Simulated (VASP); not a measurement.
Output of a VASP run:

### OSZICAR
```
       N       E                     dE             d eps       ncg     rms          rms(c)
DAV:   1     0.498193574862E+02    0.49819E+02   -0.10121E+04  6344   0.150E+03
DAV:   2    -0.629032357297E+01   -0.56110E+02   -0.55019E+02  6454   0.295E+02
DAV:   3    -0.902798601643E+01   -0.27377E+01   -0.25481E+01  8684   0.357E+01
DAV:   4    -0.909617455125E+01   -0.68189E-01   -0.67548E-01  7161   0.539E+00
DAV:   5    -0.909793796323E+01   -0.17634E-02   -0.17608E-02  9016   0.716E-01    0.240E+01
DAV:   6    -0.910051412317E+01   -0.25762E-02   -0.21487E-02  7480   0.125E+00    0.143E+01
DAV:   7    -0.910972250375E+01   -0.92084E-02   -0.39324E-02  7325   0.171E+00    0.223E-01
DAV:   8    -0.910941799380E+01    0.30451E-03   -0.21573E-03  7279   0.380E-01    0.618E-02
DAV:   9    -0.910942328323E+01   -0.52894E-05   -0.21488E-04  7844   0.116E-01    0.327E-02
DAV:  10    -0.910941686271E+01    0.64205E-05   -0.30979E-05  7124   0.415E-02    0.379E-02
DAV:  11    -0.910941795979E+01   -0.10971E-05   -0.40723E-06  7059   0.155E-02    0.109E-03
DAV:  12    -0.910941821094E+01   -0.25115E-06   -0.28486E-07  3742   0.481E-03
   1 F= -.91094182E+01 E0= -.91095365E+01  d E =0.354829E-03
```

### OUTCAR
```
------------------------ aborting loop because EDIFF is reached ----------------------------------------
  FORCE on cell =-STRESS in cart. coord.  units (eV):
  Direction    XX          YY          ZZ          XY          YZ          ZX
  --------------------------------------------------------------------------------------
  Total        0.7042081      0.3996378      0.5015071     -0.0308722      0.0000000      0.0000000
  in kB       17.9835391     10.2056518     12.8071127     -0.7883908      0.0000000      0.0000000
  external PRESSURE =      13.6654345 kB  Pullay stress =       0.0000000 kB
  volume of cell :       62.74
      direct lattice vectors                 reciprocal lattice vectors
     1.784602000 -3.128603000  0.000000000     0.280174515 -0.159815739  0.000000000
     1.784602000  3.128603000  0.000000000     0.280174515  0.159815739  0.000000000
     0.000000000  0.000000000  5.618425000     0.000000000  0.000000000  0.177985823
 POSITION                                       TOTAL-FORCE (eV/Angst)
 -----------------------------------------------------------------------------------
      1.78460      1.04287      1.40461         0.025877     -0.014934      0.000000
      1.81167     -1.04287      4.21382        -0.025877      0.014934     -0.000000
 -----------------------------------------------------------------------------------
    total drift:                               -0.000000     -0.000000     -0.000000
  FREE ENERGIE OF THE ION-ELECTRON SYSTEM (eV)
  ---------------------------------------------------
  free  energy   TOTEN  =        -9.1094182109 eV

  energy  without entropy=       -9.1097730403  energy(sigma->0) =       -9.10953649
```
(Selected blocks of OUTCAR.)

**POSCAR**
```
Tb
1
    1.7846020000    -3.1286030000     0.0000000000
    1.7846020000     3.1286030000     0.0000000000
    0.0000000000     0.0000000000     5.6184250000
Tb
2
Direct
  0.3333330000   0.6666670000   0.2500000000
  0.6742510000   0.3409170000   0.7500000000
```

Q: Reconstruct the remaining input files.

A: Several could match; the one computed here: the input of the run itself, PBE GGA, plane waves, VASP's PBE PAW potentials (set 64).

INCAR:
```
EDIFF=1E-6   ! SCF stop (eV)
ISIF=2   ! forces and stress, cell fixed
ALGO=Normal   ! blocked Davidson
NELM=100   ! most electronic steps
LREAL=F
GGA=PE
LCHARG=F
SYSTEM=Tb
LMAXMIX=6   ! l cut-off of mixed one-centre charges
ENCUT=675   ! plane-wave cut-off (eV)
SIGMA=0.1   ! width (eV)
ISMEAR=1
PREC=Accurate
LASPH=T
LWAVE=F
```

### KPOINTS
```
Automatic mesh
0
Gamma
11 11 6
0 0 0
```

POTCAR, in this order: Tb_3 (PBE.64 set). Program: vasp_std.

The 4f electrons are frozen in the core of the lanthanide potential, so 4f levels, which can set the real gap, and their magnetism are missing.

The compound is Tb in the hcp structure. The cell was not relaxed at this level, atoms are displaced from their ideal sites. The run is one of a series of settings (ENCUT = 675 against the base run), some of them coarse on purpose.
